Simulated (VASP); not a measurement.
These are PBE GGA with D3 dispersion (Becke-Johnson damping), VASP's PBE PAW potentials (set 64) (plane waves; VASP) values and carry that method's errors.

A VASP calculation is set up with these files.

### KPOINTS
```
Automatic
0
G
9 9 9
0 0 0
```

**POSCAR**
```
SrO
1
    0.0000000000     2.5273321605     2.5273321605
    2.5273321605     0.0000000000     2.5273321605
    2.5273321605     2.5273321605     0.0000000000
Sr O
1 1
Direct
  0.0000000000   0.0000000000   0.0000000000
  0.5000000000   0.5000000000   0.5000000000
```

### INCAR
```
ALGO=Normal
EDIFF=1E-7
ENCUT=520
GGA=PE
ISIF=2
ISMEAR=0
IVDW=12
LASPH=.True.
LCHARG=.False.
LMAXMIX=4
LREAL=.False.
LWAVE=.False.
NELM=100
PREC=Accurate
SIGMA=0.05
SYSTEM=SrO
```

POTCAR, in this order: Sr_sv O (PBE.64 set). Program: vasp_std.

Output of the run:

OSZICAR:
```
       N       E                     dE             d eps       ncg     rms          rms(c)
DAV:   1     0.740737350771E+02    0.74074E+02   -0.88308E+03   840   0.131E+03
DAV:   2    -0.108377867105E+02   -0.84912E+02   -0.78380E+02  1100   0.251E+02
DAV:   3    -0.140996403234E+02   -0.32619E+01   -0.32440E+01  1120   0.487E+01
DAV:   4    -0.141941770574E+02   -0.94537E-01   -0.94510E-01  1120   0.760E+00
DAV:   5    -0.141954741922E+02   -0.12971E-02   -0.12971E-02  1116   0.732E-01    0.187E+01
DAV:   6    -0.120748118529E+02    0.21207E+01   -0.10230E+01   964   0.249E+01    0.220E+01
DAV:   7    -0.119821770701E+02    0.92635E-01   -0.53620E-01  1060   0.660E+00    0.127E+01
DAV:   8    -0.119745473269E+02    0.76297E-02   -0.12970E-01   916   0.400E+00    0.947E-01
DAV:   9    -0.119745952522E+02   -0.47925E-04   -0.14368E-02  1064   0.104E+00    0.199E-01
DAV:  10    -0.119751999763E+02   -0.60472E-03   -0.14115E-03   888   0.382E-01    0.472E-02
DAV:  11    -0.119753107465E+02   -0.11077E-03   -0.20522E-04  1008   0.124E-01    0.465E-02
DAV:  12    -0.119753150313E+02   -0.42848E-05   -0.16287E-05   996   0.411E-02    0.775E-03
DAV:  13    -0.119753169991E+02   -0.19679E-05   -0.40081E-06   920   0.202E-02    0.276E-03
DAV:  14    -0.119753168679E+02    0.13120E-06   -0.11325E-07   788   0.411E-03    0.102E-03
DAV:  15    -0.119753168247E+02    0.43225E-07   -0.34114E-08   524   0.177E-03
   1 F= -.12493787E+02 E0= -.12493787E+02  d E =-.244738E-11
```

File OUTCAR:
```
------------------------ aborting loop because EDIFF is reached ----------------------------------------
 Edisp (eV)   -0.51847
  FORCE on cell =-STRESS in cart. coord.  units (eV):
  Direction    XX          YY          ZZ          XY          YZ          ZX
  --------------------------------------------------------------------------------------
  Total       1.29219     1.29219     1.29219    -0.00000     0.00000     0.00000
  in kB      64.12414    64.12414    64.12414    -0.00000     0.00000     0.00000
  external pressure =       64.12 kB  Pullay stress =        0.00 kB
  volume of cell :       32.29
      direct lattice vectors                 reciprocal lattice vectors
     0.000000000  2.527332160  2.527332160    -0.197837074  0.197837074  0.197837074
     2.527332160  0.000000000  2.527332160     0.197837074 -0.197837074  0.197837074
     2.527332160  2.527332160  0.000000000     0.197837074  0.197837074 -0.197837074
  FREE ENERGIE OF THE ION-ELECTRON SYSTEM (eV)
  ---------------------------------------------------
  free  energy   TOTEN  =       -12.4937865439 eV

  energy  without entropy=      -12.4937865439  energy(sigma->0) =      -12.49378654
```
(Selected blocks of OUTCAR.)

The compound is SrO in the rock salt structure. This cell is one point of a volume scan, at 0.94 of the reference volume.
